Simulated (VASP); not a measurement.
A convergence study with VASP on WS2 (2H layered): one setting is varied, all else stays as given below, so the limit is that of these other settings.

```yaml
crystal:
  lattice:
    - [1.57500, -2.72798, 0.00000]
    - [1.57500, 2.72798, 0.00000]
    - [0.00000, 0.00000, 12.32000]
  atoms:
    - { symbol: W, position: [0.33333, 0.66667, 0.25000] }
    - { symbol: W, position: [0.66667, 0.33333, 0.75000] }
    - { symbol: S, position: [0.33333, 0.66667, 0.87800] }
    - { symbol: S, position: [0.66667, 0.33333, 0.37800] }
    - { symbol: S, position: [0.66667, 0.33333, 0.12200] }
    - { symbol: S, position: [0.33333, 0.66667, 0.62200] }
```

Calculation: PBE GGA, VASP's PBE PAW potentials (set 64) (plane waves; VASP). The tightest run used: 550 eV cut-off, 17×17×4 Γ-centred mesh, tetrahedra with Blöchl corrections, potentials W_sv S.

| setting | E (eV/atom) | pressure (GPa) | largest force (eV/Å) | irreducible k-points |
|---|---|---|---|---|
| 4×4×1 mesh | -7.8817 | 3.85 | 0.080 | 4 |
| 5×5×1 mesh | -7.8647 | 4.23 | 0.009 | 5 |
| 6×6×1 mesh | -7.8640 | 4.24 | 0.004 | 7 |

Question: These are the cheaper rows. Estimate the results at 17×17×4 mesh, and how far the last row shown lies from them.

Answer: 
```
quantity              tightest run  last row shown is off by
--------------------  ------------  ------------------------
E (eV/atom)                -7.8700                    0.0060
pressure (GPa)                4.08                      0.16
largest force (eV/Å)         0.017                    -0.013
```

Left out are rungs that failed or repeat a setting and relaxations that didn't move; long series are thinned to 24 rows.

The compound is WS2 in the 2H layered structure. The cell was not relaxed at this level, forces remain on its atoms.
